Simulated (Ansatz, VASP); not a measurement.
## One calculation of LuBeSi4, two programs

```
Lu Be Si
1.0
     4.21245    0.00000    0.00000
     0.00000    4.21245    0.00000
     0.00000    0.00000    5.25331
Lu Be Si
1 1 4
Direct
  0.00000 0.00000 0.50000
  0.50000 0.50000 0.00000
  0.00000 0.50000 0.76579
  0.50000 0.00000 0.76579
  0.00000 0.50000 0.23421
  0.50000 0.00000 0.23421
```

Alike in both runs: task single point; functional PBE; k mesh 4 × 4 × 4; occupations gaussian, width 0.1 eV; no spin polarisation.

|  | VASP | Ansatz |
| --- | --- | --- |
| version | VASP 6.6.1 | Ansatz 0.2.0 |
| potentials or method | VASP PAW PBE potentials, release 64 (Lu, Be, Si) | scalar-relativistic, plane waves, PAW |
| plane-wave cutoff (eV) | 520 | 420 |
| valence electrons in the cell | 43 | 43 |

|  | VASP | Ansatz | Ansatz less VASP |
| --- | --- | --- | --- |
| gap on the k mesh at the Fermi level (eV) | none | none | - |
| pressure (GPa) | 17.0 | 16.6 | -0.37 |
| largest component of the traceless stress (GPa) | 11.13 | 11.17 | +0.041 |
| rms of the force components (eV/Å) | 1.062 | 1.045 | -0.0172 |

Atom by atom the forces differ by 0.017 eV/Å (rms over components). A gap of «none» marks a metal or a gap that the smearing closes. With one functional, cell and mesh, what is left measures potentials, basis and numerics.

Caveats: the k mesh is coarse (spacing up to 0.37 Å⁻¹), so the values aren't converged; so large a pressure means that the cell lies far from this level's equilibrium, or that cutoff or potentials fall short (VASP); forces of over 1 eV/Å show positions far from the minimum, so gaps and moduli don't describe the material at rest. Spin-orbit coupling is left out, which matters for the levels of Lu.
